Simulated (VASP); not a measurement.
# SiB (Fm-3m) in VASP: further runs

Runs on SiB. Level: PBE. Tasks: relaxation of cell and atoms.

All numbers are computed with VASP 6.6.1; they aren't measurements. Logs are shortened: lines on timing, memory, paths and dates and some standing lists are left out, and cuts for length are marked.

**1. The crystal as given**

Symmetry: Fm-3m, No. 225, cubic system. Conventional cell: a = 4.575 Å, b = 4.575 Å, c = 4.575 Å, α = 90.00°, β = 90.00°, γ = 90.00°. Si (site symmetry m-3m) is surrounded by 6 B at 2.29 Å. B (site symmetry m-3m) has 6 Si at 2.29 Å as nearest neighbours.

The cell was built by a generator and needn't be a form met in nature.

**2. Relaxation of cell and atoms, PBE**

INCAR reads:

```
ALGO     = Fast           # electronic algorithm
EDIFF    = 1E-4           # SCF threshold, eV
EDIFFG   = -0.08          # ionic threshold
ENCUT    = 520            # plane-wave cutoff, eV
GGA      = PE             # functional
IBRION   = 2              # ionic algorithm
ISIF     = 3              # what is computed and relaxed
ISMEAR   = 0              # smearing method
KPAR     = 2            
LASPH    = True           # aspherical terms in the spheres
LCHARG   = False          # write CHGCAR
LREAL    = False          # projectors in reciprocal space
LWAVE    = False          # write WAVECAR
NELM     = 60             # most SCF steps
NSW      = 24             # ionic steps
PREC     = Normal         # precision mode
SIGMA    = 0.15           # smearing width, eV
```

KPOINTS reads:

```
k-points
0
Gamma
  8 8 8
```

POSCAR reads:

```
SiB
1.0
    0.0000000000      2.2874687900      2.2874687900
    2.2874687900      0.0000000000      2.2874687900
    2.2874687900      2.2874687900      0.0000000000
Si B
1 1
Direct
    0.0000000000      0.0000000000      0.0000000000
    0.5000000000      0.5000000000      0.5000000000
```

Potentials or basis: VASP PAW PBE potentials, release 64 (Si, B).

The run is started by

```sh
> cat potpaw_PBE.64/Si/POTCAR potpaw_PBE.64/B/POTCAR > POTCAR
> mpirun -np 2 vasp_std > vasp.out
```

OUTCAR:

```text
EDIFF = 1E-4
   EDIFFG = -0.08
   ENCUT = 520
   GGA = PE
   IBRION = 2
   ISIF = 3
   ISMEAR = 0
   LASPH = True
   LREAL = False
   NELM = 60
   NSW = 24
   PREC = Normal

 ion  position               nearest neighbor table
   1  0.000  0.000  0.000-   2 2.29   2 2.29   2 2.29   2 2.29   2 2.29   2 2.29
   2  0.500  0.500  0.500-   1 2.29   1 2.29   1 2.29   1 2.29   1 2.29   1 2.29

  LATTYP: Found a face centered cubic cell.
 ALAT       =     4.5749375800

  Lattice vectors:

 A1 = (   0.0000000000,   2.2874687900,   2.2874687900)
 A2 = (   2.2874687900,   0.0000000000,   2.2874687900)
 A3 = (   2.2874687900,   2.2874687900,   0.0000000000)

Analysis of symmetry for initial positions (statically):
=====================================================================
 Subroutine PRICEL returns:
 Original cell was already a primitive cell.

 Routine SETGRP: Setting up the symmetry group for a
 face centered cubic supercell.

 Subroutine GETGRP returns: Found 48 space group operations
 (whereof 48 operations were pure point group operations)
 out of a pool of 48 trial point group operations.

The static configuration has the point symmetry O_h .

Analysis of symmetry for dynamics (positions and initial velocities):
=====================================================================
 Subroutine PRICEL returns:
 Original cell was already a primitive cell.

 Routine SETGRP: Setting up the symmetry group for a
 face centered cubic supercell.

 Subroutine GETGRP returns: Found 48 space group operations
 (whereof 48 operations were pure point group operations)
 out of a pool of 48 trial point group operations.

The dynamic configuration has the point symmetry O_h .

 Subroutine INISYM returns: Found 48 space group operations
 (whereof 48 operations are pure point group operations),
 and found     1 'primitive' translations

----------------------------------------------------------------------------------------

                                     Primitive cell

  volume of cell :      23.9384

  direct lattice vectors                    reciprocal lattice vectors
     0.000000000  2.287468790  2.287468790    -0.218582217  0.218582217  0.218582217
     2.287468790  0.000000000  2.287468790     0.218582217 -0.218582217  0.218582217
     2.287468790  2.287468790  0.000000000     0.218582217  0.218582217 -0.218582217

  length of vectors
     3.234969386  3.234969386  3.234969386     0.378595506  0.378595506  0.378595506

  position of ions in fractional coordinates (direct lattice)
     0.000000000  0.000000000  0.000000000
     0.500000000  0.500000000  0.500000000

  ion indices of the primitive-cell ions
   primitive index   ion index
                 1           1
                 2           2

----------------------------------------------------------------------------------------

 KPOINTS: k-points

Automatic generation of k-mesh.
 Grid dimensions read from file:
 generate k-points for:    8    8    8

 Generating k-lattice:

  Cartesian coordinates                     Fractional coordinates (reciprocal lattice)
    -0.027322777  0.027322777  0.027322777     0.125000000  0.000000000  0.000000000
     0.027322777 -0.027322777  0.027322777     0.000000000  0.125000000  0.000000000
     0.027322777  0.027322777 -0.027322777     0.000000000  0.000000000  0.125000000

  Length of vectors
     0.047324438  0.047324438  0.047324438

  Shift w.r.t. Gamma in fractional coordinates (k-lattice)
     0.000000000  0.000000000  0.000000000

 Subroutine IBZKPT returns following result:
 ===========================================

 Found     29 irreducible k-points:

 Following reciprocal coordinates:
            Coordinates               Weight
  0.000000  0.000000  0.000000      1.000000
  0.125000  0.000000  0.000000      8.000000
  0.250000  0.000000  0.000000      8.000000
  0.375000  0.000000  0.000000      8.000000
  0.500000  0.000000  0.000000      4.000000
  0.125000  0.125000  0.000000      6.000000
[... 16 lines left out ...]
  0.500000  0.250000  0.125000     48.000000
 -0.375000  0.250000  0.125000     24.000000
 [... further k-points ...]
   k-points           NKPTS =     29   k-points in BZ     NKDIM =     29   number of bands    NBANDS=      7
   number of dos      NEDOS =    301   number of ions     NIONS =      2
   total plane-waves  NPLWV =   5832
   dimension x,y,z NGX =    18 NGY =   18 NGZ =   18
   dimension x,y,z NGXF=    36 NGYF=   36 NGZF=   36
   ions per type =               1   1
   NGX,Y,Z   is equivalent  to a cutoff of   9.25,  9.25,  9.25 a.u.
   NGXF,Y,Z  is equivalent  to a cutoff of  18.50, 18.50, 18.50 a.u.
 SYSTEM =  unknown system
   PREC   = normal    normal or accurate (medium, high low for compatibility)
   ISTART =      0    job   : 0-new  1-cont  2-samecut
   ICHARG =      2    charge: 1-file 2-atom 10-const
   ISPIN  =      1    spin polarized calculation?
   LNONCOLLINEAR =      F non collinear calculations
   LSORBIT =      F    spin-orbit coupling
   LASPH  =      T    aspherical Exc in radial PAW
   ENCUT  =  520.0 eV  38.22 Ry    6.18 a.u.   6.01  6.01  6.01*2*pi/ulx,y,z
   NELM   =     60;   NELMIN=  2; NELMDL= -5     # of ELM steps
   EDIFF  = 0.1E-03   stopping-criterion for ELM
   LREAL  =      F    real-space projection
   EDIFFG = -.8E-01   stopping-criterion for IOM
   NSW    =     24    number of steps for IOM
   IBRION =      2    ionic relax: 0-MD 1-quasi-New 2-CG
   NFREE  =      1    steps in history (QN), initial steepest desc. (CG)
   ISIF   =      3    stress and relaxation
   ISYM   =      2    0-nonsym 1-usesym 2-fastsym
   POTIM  = 0.5000    time-step for ionic-motion
   TEBEG  =    0.0;   TEEND  =   0.0 temperature during run
   PSTRESS=    0.0 pullay stress
   NELECT =       7.0000    total number of electrons
   NUPDOWN=      -1.0000    fix difference up-down
   EMIN   =  10.00;   EMAX   =-10.00  energy-range for DOS
   EFERMI =   0.00;   METHOD = LEGACY
   ISMEAR =     0;   SIGMA  =   0.15  broadening in eV -4-tet -1-fermi 0-gaus
   EFERMI_NEDOS =   21; number of points for ismear=-14 and -15
   IALGO  =     68    algorithm
   IMIX   =      4    mixing-type and parameters
     AMIX     =   0.40;   BMIX     =  1.00
     AMIX_MAG =   1.60;   BMIX_MAG =  1.00
  volume/ion in A,a.u.               =      11.97        80.77
  Fermi-wavevector in a.u.,A,eV,Ry     =   1.086615  2.053404 16.064834  1.180732
  Thomas-Fermi vector in A             =   2.222756
   LORBIT       =      0    0 simple, 1 ext, 2 COOP (PROOUT), +10 PAW based schemes
   GGA     = PE    functional components
   LHFCALC =     F    Hartree Fock is set to
   AEXX    =    0.0000 exact exchange contribution
   IVDW    =     0    specifies the selected vdW correction
   LEPSILON=     F    determine dielectric tensor
   LRPA    =     F    only Hartree local field effects (RPA)
 conjugate gradient relaxation of ions
 non-spin polarized calculation
 RMM-DIIS sequential band-by-band and
 Gauss-broadening in eV      SIGMA  =   0.15
  energy-cutoff  :      520.00
  volume of cell :       23.94
 maximum number of plane-waves:       660
   NGX = 13   NGY = 13   NGZ = 13

--------------------------------------- Ionic step        1  -------------------------------------------

 number of electron       7.0000000 magnetization

 Free energy of the ion-electron system (eV)
  ---------------------------------------------------
  ext. energy  EPLUGINS =         0.00000000
  ---------------------------------------------------
  free energy    TOTEN  =       -10.73668718 eV

  energy without entropy =      -10.72914710  energy(sigma->0) =      -10.73291714

------------------------ aborting loop because EDIFF is reached ----------------------------------------

  FORCE on cell =-STRESS in cart. coord.  units (eV):
  Direction    XX          YY          ZZ          XY          YZ          ZX
  --------------------------------------------------------------------------------------
  -------------------------------------------------------------------------------------
  Total       -2.9575609     -2.9575609     -2.9575609      0.0000000      0.0000000     -0.0000000
  in kB     -197.9469180   -197.9469180   -197.9469180      0.0000000      0.0000000     -0.0000000
  external PRESSURE =    -197.9469180 kB  Pullay stress =       0.0000000 kB
[... 57 lines left out ...]
  energy  without entropy=      -10.9694305043  energy(sigma->0) =      -10.97394505

--------------------------------------- Ionic step        3  -------------------------------------------

 number of electron       6.9999999 magnetization

 Free energy of the ion-electron system (eV)
  ---------------------------------------------------
  ext. energy  EPLUGINS =         0.00000000
  ---------------------------------------------------
  free energy    TOTEN  =       -11.00352540 eV

  energy without entropy =      -10.99468218  energy(sigma->0) =      -10.99910379

 E-fermi :   9.3525     XC(G=0): -11.7372

 val. band max:        9.2218263689   @ k =   0.5000   0.5000   0.0000
 cond. band min:       9.3707488533   @ k =   0.2500   0.1250   0.0000
 fundamental gap:      0.1489224844
 Fermi energy:         9.3525361770

 k-point     1 :       0.0000    0.0000    0.0000
  band No.  band energies     occupation
      1      -5.6580      2.00000
      2      11.2182      0.00000
      3      11.2182      0.00000
      4      11.2182      0.00000
      5      17.9979      0.00000
      6      17.9979      0.00000
      7      19.6814      0.00000
[... 221 lines left out ...]
 k-point    24 :      -0.3750    0.2500    0.1250
  band No.  band energies     occupation
      1       0.4842      2.00000
      2       0.6716      2.00000
      3       6.9770      2.00000
      4       7.4643      2.00000
      5      13.7042      0.00000
      6      15.5616      0.00000
      7      20.2093      0.00000

 [... further k-points ...]
[... 5 lines left out ...]
  --------------------------------------------------------------------------------------
  -------------------------------------------------------------------------------------
  Total       -0.0043743     -0.0043743     -0.0043743      0.0000000      0.0000000     -0.0000000
  in kB       -0.3478557     -0.3478557     -0.3478557      0.0000000      0.0000000     -0.0000000
  external PRESSURE =      -0.3478557 kB  Pullay stress =       0.0000000 kB
[... 17 lines left out ...]
  FREE ENERGIE OF THE ION-ELECTRON SYSTEM (eV)
  ---------------------------------------------------
  free  energy   TOTEN  =       -11.0035254005 eV

  energy  without entropy=      -10.9946821821  energy(sigma->0) =      -10.99910379

 reached required accuracy - stopping structural energy minimisation
```

It took 1.9 s on 2 MPI ranks of Intel Xeon 6975P-C (Granite Rapids), shared host; peak memory 0.1 GiB.

Results:

```yaml
Free_energy: -11.0035 eV
Relaxed_volume: 10.07 Å³/atom
Relaxed_cell: a = 3.054 Å, b = 3.054 Å, c = 3.054 Å, α = 60.00°, β = 60.00°, γ = 60.00°
Space_group_after_relaxing_to_0.05_Å: Fm-3m (No. 225)
Energy_gained_by_relaxing: 133.4 meV/atom
Ionic_steps: 3
Pressure_after_relaxing: 0.0 GPa
Band_gap_on_the_k_mesh: none (metal or under the smearing width)
```

Step by step:
```
step  energy change (eV)  largest force (eV/Å)  pressure (GPa)  volume (Å³)
   1              0.0000                0.0000          -19.79        23.94
   2             -0.2418                0.0000            8.76        19.17
   3             -0.2668                0.0000           -0.03        20.15
```

Final structure:
```yaml
crystal:
  lattice:
    - [0.00000, 2.15971, 2.15971]
    - [2.15971, 0.00000, 2.15971]
    - [2.15971, 2.15971, 0.00000]
  atoms:
    - { symbol: Si, position: [0.00000, 0.00000, 0.00000] }
    - { symbol: B, position: [0.50000, 0.50000, 0.50000] }
```

Levels at points of the mesh, in eV from the Fermi level:
```tsv
k point	band 1	band 2	band 3	band 4	band 5	band 6	band 7
(0.00, 0.00, 0.00)	-15.01	1.87	1.87	1.87	8.65	8.65	10.33
(0.50, 0.00, 0.00)	-9.81	-9.49	1.21	1.21	4.44	4.44	8.12
(0.50, 0.50, 0.00)	-8.02	-7.72	-2.59	-2.59	-0.13	3.07	14.82
```

Caveat: the volume moved by over 15 % at a fixed basis, so the end points are rough; the relaxation stopped at a loose force limit of 0.08 eV/Å, so its end isn't a converged minimum.

**3. Relaxation of cell and atoms, PBE**

This run uses another cell than the first one, of 13.23 Å³/atom, 1.105 times its volume.

INCAR is that of step 2.

KPOINTS reads:

```
k-points
0
Gamma
  9 9 5
```

POSCAR reads:

```
SiB
1.0
    2.6614182500      0.0000000000      0.0000000000
   -1.3307091300      2.3048558200      0.0000000000
    0.0000000000      0.0000000000      4.3128028300
Si B
1 1
Direct
    0.0000000000      0.0000000000      0.0000000000
    0.6666666700      0.3333333300      0.5000000000
```

Potentials or basis: VASP PAW PBE potentials, release 64 (Si, B).

The run is started by

```sh
> cat potpaw_PBE.64/Si/POTCAR potpaw_PBE.64/B/POTCAR > POTCAR
> mpirun -np 2 vasp_std > vasp.out
```

Run time: 9 s. Hardware: 2 MPI ranks of Intel Xeon 6975P-C (Granite Rapids), shared host; peak memory 0.12 GiB.

Results (log left out):

| Property | Result |
| --- | --- |
| Free energy | -10.5495 eV |
| Relaxed volume | 10.75 Å³/atom |
| Relaxed cell | a = 3.205 Å, b = 3.205 Å, c = 2.417 Å, α = 90.00°, β = 90.00°, γ = 120.00° |
| Space group after relaxing (to 0.05 Å) | P-6m2 (No. 187) |
| Energy gained by relaxing | 777.1 meV/atom |
| Ionic steps | 22 |
| Pressure after relaxing | 0.5 GPa |
| Band gap on the k mesh | none (metal or under the smearing width) |

Stress tensor (GPa, compression positive):
```
0.65 0.00 0.00
0.00 0.65 0.00
0.00 0.00 0.08
```

Step by step:
```
step  energy change (eV)  largest force (eV/Å)  pressure (GPa)  volume (Å³)
   1              0.0000                0.0000          -19.13        26.46
   2             -0.5296                0.0000           -4.96        20.85
   3             -0.5582                0.0000            2.64        19.64
   4             -0.6375                0.0000            5.61        19.26
   5             -0.6391                0.0000            5.89        19.22
   6             -0.6522                0.0000            6.56        19.12
   7             -0.7201                0.0000            8.40        18.93
   8             -0.8808                0.0000           13.32        18.51
   9             -0.8808                0.0000           36.57        17.50
  10             -0.9268                0.0000           25.85        17.92
  11             -0.9270                0.0000           28.85        17.80
  12             -0.9652                0.0000           28.51        17.92
  13             -1.0413                0.0000           27.93        18.25
  14             -1.1405                0.0000           24.79        18.79
  15             -1.4310                0.0000           19.28        19.39
  16             -1.4058                0.0000           20.31        19.42
  17             -1.4254                0.0000           19.64        19.40
  18             -1.5065                0.0000           11.31        20.16
  19             -1.5453                0.0000            3.21        21.09
  20             -1.5459                0.0000            2.38        21.21
  21             -1.5513                0.0000            1.41        21.34
  22             -1.5541                0.0000            0.46        21.51
```

Final structure:
```yaml
crystal:
  lattice:
    - [3.20549, 0.00000, 0.00000]
    - [-1.60275, 2.77604, 0.00000]
    - [0.00000, 0.00000, 2.41686]
  atoms:
    - { symbol: Si, position: [0.00000, 0.00000, 0.00000] }
    - { symbol: B, position: [0.66667, 0.33333, 0.50000] }
```

Levels at points of the mesh, in eV from the Fermi level:
| k point | band 1 | band 2 | band 3 | band 4 | band 5 | band 6 | band 7 |
| --- | --- | --- | --- | --- | --- | --- | --- |
| (0.00, 0.00, 0.00) | -15.06 | -1.24 | -1.24 | 3.09 | 3.95 | 3.95 | 4.54 |

Caveat: the volume moved by over 15 % at a fixed basis, so the end points are rough; the relaxation stopped at a loose force limit of 0.08 eV/Å, so its end isn't a converged minimum.

**4. Relaxation of cell and atoms, PBE**

This run uses another cell than the first one, of 11.45 Å³/atom, 0.956 times its volume.

INCAR is that of step 3.

KPOINTS reads:

```
k-points
0
Gamma
  8 8 8
```

POSCAR reads:

```
SiB
1.0
   -1.8135188100      1.8135188100      1.7401945500
    1.8135188100     -1.8135188100      1.7401945500
    1.8135188100      1.8135188100     -1.7401945500
Si B
1 1
Direct
    0.0000000000      0.0000000000      0.0000000000
    0.5000000000      0.5000000000      0.0000000000
```

The run is started by

```sh
> cat potpaw_PBE.64/Si/POTCAR potpaw_PBE.64/B/POTCAR > POTCAR
> mpirun -np 2 vasp_std > vasp.out
```

Run time: 8.5 s. Hardware: 2 MPI ranks of Intel Xeon 6975P-C (Granite Rapids), shared host; peak memory 0.12 GiB.

It converged, with:

```yaml
Free_energy: -11.0023 eV
Relaxed_volume: 10.10 Å³/atom
Relaxed_cell: a = 3.056 Å, b = 3.056 Å, c = 3.056 Å, α = 119.94°, β = 119.94°, γ = 90.10°
Space_group_after_relaxing_to_0.05_Å: Fm-3m (No. 225)
Energy_gained_by_relaxing: 816.8 meV/atom
Ionic_steps: 12
Pressure_after_relaxing: -0.4 GPa
Band_gap_on_the_k_mesh: none (metal or under the smearing width)
```

Stress tensor (GPa, compression positive):
```
-0.69  0.00  0.00
 0.00 -0.69  0.00
 0.00  0.00  0.07
```

The path:
```csv
step,energy change (eV),largest force (eV/Å),pressure (GPa),volume (Å³)
1,0.0000,0.0000,27.96,22.89
2,-0.5324,0.0000,-25.66,29.36
3,-0.8241,0.0000,-14.39,26.38
4,-1.3468,0.0000,-13.61,23.22
5,0.3735,0.0000,95.90,15.59
6,-1.5029,0.0000,-10.33,22.04
7,-1.4682,0.0000,15.93,18.75
8,-1.6239,0.0000,-4.22,20.72
9,-1.6315,0.0000,-0.76,20.23
10,-1.6320,0.0000,-1.64,20.35
11,-1.6329,0.0000,0.37,20.09
12,-1.6335,0.0000,-0.43,20.19
```

Final structure:
```
Si B
1.0
    -1.52918    1.52918    2.15890
     1.52918   -1.52918    2.15890
     1.52918    1.52918   -2.15890
Si B
1 1
Direct
  0.00000 0.00000 0.00000
  0.50000 0.50000 0.00000
```

Levels at points of the mesh, in eV from the Fermi level:
```
           k point  band 1  band 2  band 3  band 4  band 5  band 6  band 7
(0.00, 0.00, 0.00)  -14.99    1.84    1.87    1.87   10.28   11.58   13.02
(0.50, 0.00, 0.00)   -9.79   -9.48    1.20    1.22    4.41    4.44    8.11
(0.50, 0.50, 0.00)   -8.03   -7.70   -2.59   -2.56   -0.13    3.08   14.75
(0.50, 0.50, 0.50)   -7.99   -7.70   -2.59   -2.59   -0.17    3.07   14.78
```

Caveat: the relaxation stopped at a loose force limit of 0.08 eV/Å, so its end isn't a converged minimum.

[end of part 1 of 2]
